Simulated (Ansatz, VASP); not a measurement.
**Two plane-wave programs on ZnB12**

```
CELL_PARAMETERS angstrom
0.00000 3.62975 3.62975
3.62975 0.00000 3.62975
3.62975 3.62975 0.00000
ATOMIC_POSITIONS crystal
Zn 0.00000 0.00000 0.00000
B 0.50000 0.83957 0.50000
B 0.83957 0.50000 0.50000
B 0.50000 0.83957 0.16043
B 0.16043 0.50000 0.83957
B 0.83957 0.50000 0.16043
B 0.50000 0.50000 0.83957
B 0.16043 0.83957 0.50000
B 0.50000 0.16043 0.83957
B 0.50000 0.50000 0.16043
B 0.83957 0.16043 0.50000
B 0.16043 0.50000 0.50000
B 0.50000 0.16043 0.50000
```

Change from the starting cell: species swapped into the HfB12 type (Fm-3m, No. 225).

Alike in both runs: task single point; functional PBE; k mesh 4 × 4 × 4; occupations gaussian, width 0.1 eV; no spin polarisation.

|  | VASP | Ansatz |
| --- | --- | --- |
| version | VASP 6.6.1 | Ansatz 0.2.0 |
| potentials or method | VASP PAW PBE potentials, release 64 (Zn, B) | scalar-relativistic, plane waves, PAW |
| plane-wave cutoff (eV) | 520 | 420 |
| valence electrons in the cell | 48 | 48 |

Ansatz gave:

- gap on the k mesh at the Fermi level (eV): none
- pressure (GPa): 16.3
- rms of the force components (eV/Å): 0.240

Question: Which values does VASP return?

Answer: gap on the k mesh at the Fermi level (eV): none; pressure (GPa): 16.4; rms of the force components (eV/Å): 0.238.

Atom by atom the forces differ by 0.002 eV/Å (rms over components). A gap of «none» marks a metal or a gap that the smearing closes. The functional is the same, so the differences come from potentials, cutoffs and numerics.

Caveats: the k mesh is coarse (spacing up to 0.37 Å⁻¹), so the values aren't converged; so large a pressure means that the cell lies far from this level's equilibrium, or that cutoff or potentials fall short (VASP).
